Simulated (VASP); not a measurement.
An input for Quantum ESPRESSO's pw.x (written as the equivalent of a VASP run, and not itself run):

```
&CONTROL
  calculation = 'vc-relax'
  pseudo_dir = './pseudo'
  outdir = './out'
  tprnfor = .true.
  tstress = .true.
  nstep = 60
  forc_conv_thr = 0.00039
/
&SYSTEM
  ibrav = 0
  nat = 2
  ntyp = 2
  ecutwfc = 110
  occupations = 'smearing'
  smearing = 'methfessel-paxton'
  degauss = 0.00735
  input_dft = 'pbesol'
/
&ELECTRONS
  conv_thr = 7.3e-08
  electron_maxstep = 100
/
&IONS
/
&CELL
/
ATOMIC_SPECIES
  La 138.905 La.upf
  Si 28.085 Si.upf
CELL_PARAMETERS angstrom
     4.1340000    0.0000000    0.0000000
     0.0000000    4.1340000    0.0000000
     0.0000000    0.0000000    4.1340000
ATOMIC_POSITIONS crystal
  La   0.0000000  0.0000000  0.0000000
  Si   0.5000000  0.5000000  0.5000000
K_POINTS automatic
  8 8 8 0 0 0
```

### Question
Write the VASP files for the same calculation (PBEsol).

### Answer
Several could match; the one computed here: 
File KPOINTS:
```
Automatic mesh
0
Gamma
8 8 8
0 0 0
```

**INCAR**
```
ALGO=Normal   # blocked Davidson
LWAVE=F
EDIFFG=-0.01   # ionic stop
LMAXMIX=6   # l cut-off of mixed one-centre charges
IBRION=2
SYSTEM=LaSi
EDIFF=1E-6
NELM=100   # most electronic steps
PREC=Accurate
ISIF=3
LASPH=T   # aspherical one-centre terms
LCHARG=F
ENCUT=400   # plane-wave cut-off (eV)
SIGMA=0.1   # width (eV)
GGA=PS
NSW=60   # most ionic steps
LREAL=F   # projection in real space or not
ISMEAR=1
```

**POSCAR**
```
LaSi
1
    4.1340000000     0.0000000000     0.0000000000
    0.0000000000     4.1340000000     0.0000000000
    0.0000000000     0.0000000000     4.1340000000
La Si
1 1
Direct
  0.0000000000   0.0000000000   0.0000000000
  0.5000000000   0.5000000000   0.5000000000
```

POTCAR, in this order: La Si (PBE.64 set). Program: vasp_std.

The two are equivalent in intent, not identical: the potentials are each code's own (VASP's PAW set, PseudoDojo norm-conserving files in pw.x), so ENCUT and ecutwfc are chosen apart and not converted; conv_thr bounds pw.x's estimated SCF error, while EDIFF bounds the energy change between steps; forc_conv_thr acts on force components and is met together with etot_conv_thr.

The structure was generated: LaSi was put into the CsCl type type (Pm-3m), which need not be its known phase. This run relaxes it. Symmetry was kept, so distortions that lower it aren't found.
